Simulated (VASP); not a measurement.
An input for Ansatz (written as the equivalent of a VASP run, and not itself run):

Ansatz 0.2 input:
```yaml
crystal:
  lattice:
    - [0.0000000, 3.3123231, 3.3123231]
    - [3.3123231, 0.0000000, 3.3123231]
    - [3.3123231, 3.3123231, 0.0000000]
  atoms:
    - { symbol: Sr, position: [0.0000000, 0.0000000, 0.0000000] }
    - { symbol: Te, position: [0.5000000, 0.5000000, 0.5000000] }
kpoints:
  mp_grid: { grid: [7, 7, 7] }
hamiltonian:
  xc: pbe
  dispersion: d3bj
  pseudopotentials: { kind: paw }
scf:
  occupations: { method: gaussian, width: 0.05 }
  max_iter: 100
output: { forces: true, stress: true, eigenvalues: true }
```

Task: Translate this input to VASP (INCAR, KPOINTS, POSCAR, choice of POTCAR).

Result: One answer among several that fit: 
### INCAR
```
SYSTEM = SrTe
PREC = Accurate
ENCUT = 520
EDIFF = 1E-7
NELM = 100
ALGO = Normal
LREAL = .FALSE.
LASPH = .TRUE.
ISMEAR = 0
SIGMA = 0.05
GGA = PE
IVDW = 12
LMAXMIX = 4
LWAVE = .FALSE.
LCHARG = .FALSE.
ISIF = 2
```

POSCAR:
```
SrTe
3.3123230
  0.0000000000   1.0000000164   1.0000000164
  1.0000000164   0.0000000000   1.0000000164
  1.0000000164   1.0000000164   0.0000000000
Sr Te
1 1
Cartesian
  0.0000000000   0.0000000000   0.0000000000
  1.0000000164   1.0000000164   1.0000000164
```

File KPOINTS:
```
K-points
0
gamma
7 7 7
0 0 0
```

POTCAR, in this order: Sr_sv Te (PBE.64 set). Program: vasp_std.

Limits of the translation: each code has its own PAW files, so the cut-off isn't converted (ENCUT is set for VASP's; basis.ecutwfc is left out, and Ansatz then takes the one that its files recommend); Ansatz stops its SCF on the density residual and VASP on the energy change (EDIFF).

The compound is SrTe in the rock salt structure. It was relaxed first.
